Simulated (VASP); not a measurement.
OSZICAR of a VASP run on CeO2 (fluorite):

### OSZICAR
```
       N       E                     dE             d eps       ncg     rms          rms(c)
DAV:   1     0.233027602216E+03    0.23303E+03   -0.11508E+04   928   0.197E+03
DAV:   2     0.817109618050E+01   -0.22486E+03   -0.21581E+03  1416   0.311E+02
DAV:   3    -0.288099533036E+02   -0.36981E+02   -0.35931E+02  1176   0.148E+02
DAV:   4    -0.304012668091E+02   -0.15913E+01   -0.15911E+01  1352   0.336E+01
DAV:   5    -0.304968343704E+02   -0.95568E-01   -0.95559E-01  1664   0.738E+00    0.273E+01
DAV:   6    -0.292336164984E+02    0.12632E+01   -0.10545E+02  1368   0.587E+01    0.323E+01
DAV:   7    -0.272041692176E+02    0.20294E+01   -0.24779E+02  1496   0.136E+02    0.195E+01
DAV:   8    -0.265915873963E+02    0.61258E+00   -0.41411E+00  1128   0.221E+01    0.136E+01
DAV:   9    -0.250968512915E+02    0.14947E+01   -0.65126E+00  1376   0.210E+01    0.242E+00
DAV:  10    -0.250371135740E+02    0.59738E-01   -0.23858E-01  1624   0.446E+00    0.179E+00
DAV:  11    -0.249946985724E+02    0.42415E-01   -0.68568E-02  1440   0.246E+00    0.143E+00
DAV:  12    -0.249474259581E+02    0.47273E-01   -0.22145E-01  1368   0.453E+00    0.689E-01
DAV:  13    -0.249539536635E+02   -0.65277E-02   -0.12898E-01  1504   0.306E+00    0.104E+00
DAV:  14    -0.249502452750E+02    0.37084E-02   -0.13059E-01  1408   0.322E+00    0.483E-01
DAV:  15    -0.249486916612E+02    0.15536E-02   -0.30897E-02  1336   0.161E+00    0.214E-01
DAV:  16    -0.249484330468E+02    0.25861E-03   -0.28988E-03  1344   0.528E-01    0.238E-02
DAV:  17    -0.249485029946E+02   -0.69948E-04   -0.52086E-04  1456   0.216E-01    0.596E-02
DAV:  18    -0.249484750137E+02    0.27981E-04   -0.59317E-05  1408   0.771E-02    0.399E-02
DAV:  19    -0.249484564310E+02    0.18583E-04   -0.10355E-04  1440   0.893E-02    0.699E-03
DAV:  20    -0.249484547023E+02    0.17287E-05   -0.14212E-05  1528   0.341E-02    0.508E-03
DAV:  21    -0.249484545291E+02    0.17316E-06   -0.34573E-07  1088   0.419E-03    0.339E-03
DAV:  22    -0.249484544197E+02    0.10948E-06   -0.45693E-07  1256   0.449E-03    0.146E-03
DAV:  23    -0.249484544877E+02   -0.68026E-07   -0.20381E-07   824   0.458E-03
   1 F= -.24948454E+02 E0= -.24948454E+02  d E =0.000000E+00
```

Q: Which electronic solver shows in the log?

A: It is blocked Davidson (ALGO = Normal, or the opening steps of other solvers). The INCAR had ALGO = Normal.

Q: How was spin treated?

A: Without spin polarisation: there is no mag entry.

Q: Can the final energy be trusted as converged?

A: The calculation finished and met its thresholds. It stopped with EDIFF = 1E-7, NELM = 100 (RPBE GGA, plane waves, VASP's PBE PAW potentials (set 64)).

The compound is CeO2 in the fluorite structure. It was relaxed first, which changed the volume by +5 %. The run is not spin-polarised, so no magnetic state was tried.
